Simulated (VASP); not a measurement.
```yaml
crystal:
  lattice:
    - [2.93760, 0.00000, 0.00000]
    - [0.00000, 2.93760, 0.00000]
    - [0.00000, 0.00000, 2.93760]
  atoms:
    - { symbol: Cr, position: [0.00000, 0.00000, 0.00000], spin: 1.5 }
    - { symbol: Cr, position: [0.50000, 0.50000, 0.50000], spin: -1.5 }
```

The base run (VASP): PBE GGA, plane waves, VASP's PBE PAW potentials (set 64). Numerical set-up: 400 eV cut-off, 11×11×11 Γ-centred mesh, first-order Methfessel-Paxton smearing of 0.10 eV, potentials Cr_pv.

One setting is varied; ΔE counts from the base run. The base run took about 20 core-seconds. Costs are core time on shared hosts, one run each; read them as rough ratios.

Pressures at a finite cut-off, here 400 eV, hold a Pulay part, which wasn't tested here.

```csv
setting,cost over the base run,electronic steps,ΔE (meV/atom),pressure (GPa)
KPOINTS 4×4×4 Monkhorst-Pack mesh,about 1/3,16,-29.6,-8.82
KPOINTS 2×2×2 Monkhorst-Pack mesh,about 1/3,21,-884.1,-26.33
KPOINTS 9×9×9 Monkhorst-Pack mesh,within a factor of 2,16,3.4,-11.78
KPOINTS 10×10×10 Monkhorst-Pack mesh,within a factor of 2,16,0.6,-11.95
base run,reference,16,0.0,-12.04
```

Left out are runs that failed, have no time on record or changed the cell.

The compound is Cr in the bcc, AFM order structure. The cell was not relaxed at this level.
